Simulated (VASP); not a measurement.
A run of VASP 6.6.1 is set up as follows.

INCAR

```
SYSTEM = Hf2ZrGe3
ALGO = Fast ; EDIFF = 1E-4
EDIFFG = -0.08 ; ENCUT = 520
GGA = PE ; IBRION = 2
ISIF = 3 ; ISMEAR = 0
LASPH = .TRUE. ; LCHARG = .FALSE.
LREAL = .FALSE. ; LWAVE = .FALSE.
NELM = 60 ; NSW = 24
PREC = Normal ; SIGMA = 0.15
```

File KPOINTS:

```
k-points
0
G
  5 5 5
  0 0 0
```

POSCAR

```
Hf2ZrGe3
1.0
   -2.6537221600      2.6537221600      4.4058216500
    2.6537221600     -2.6537221600      4.4058216500
    2.6537221600      2.6537221600     -4.4058216500
Zr Hf Ge
1 2 3
Direct
    0.5000000000      0.5000000000      0.0000000000
    0.2572512800      0.2572512800      0.0000000000
    0.7427487200      0.7427487200      0.0000000000
    0.7500000000      0.2500000000      0.5000000000
    0.2500000000      0.7500000000      0.5000000000
    0.0000000000      0.0000000000      0.0000000000
```

Potentials or basis: VASP PAW PBE potentials, release 64 (Zr_sv, Hf_pv, Ge_d).

Launch:

```bash
$ cat potpaw_PBE.64/Zr_sv/POTCAR potpaw_PBE.64/Hf_pv/POTCAR potpaw_PBE.64/Ge_d/POTCAR > POTCAR
$ mpirun -np 1 vasp_std > vasp.out
```

Q: Predict the relaxed volume.

A: 25.21 Å³/atom.

Q: What does it give for the band gap on the k mesh?

A: None (metal or under the smearing width).

Q: Predict the space group after relaxing (to 0.05 Å).

A: I4/mmm (No. 139).

Step by step:
| step | energy change (eV) | largest force (eV/Å) | pressure (GPa) | volume (Å³) |
| --- | --- | --- | --- | --- |
| 1 | 0.0000 | 3.4265 | 25.18 | 124.11 |
| 2 | -3.7581 | 1.1965 | -9.52 | 184.34 |
| 3 | -5.0005 | 2.1138 | -2.32 | 156.29 |
| 4 | -5.0658 | 1.9245 | -4.24 | 160.62 |
| 5 | -5.2164 | 1.8671 | -3.92 | 159.37 |
| 6 | -5.2194 | 1.9149 | -3.50 | 157.83 |
| 7 | -5.2258 | 1.8519 | -3.57 | 158.51 |
| 8 | -5.6264 | 1.2798 | 1.01 | 148.16 |
| 9 | -5.6402 | 1.1953 | 2.10 | 146.47 |
| 10 | -5.7859 | 0.1272 | 0.42 | 149.21 |
| 11 | -5.7873 | 0.0185 | 0.47 | 149.45 |
| 12 | -5.8190 | 0.0283 | -0.66 | 151.51 |
| 13 | -5.8253 | 0.0099 | -0.59 | 151.41 |
| 14 | -5.8262 | 0.0154 | -0.27 | 151.25 |

Caveat: the volume moved by over 15 % at a fixed basis, so the end points are rough; the relaxation stopped at a loose force limit of 0.08 eV/Å, so its end isn't a converged minimum. Spin-orbit coupling is left out, which matters for the levels of Hf.
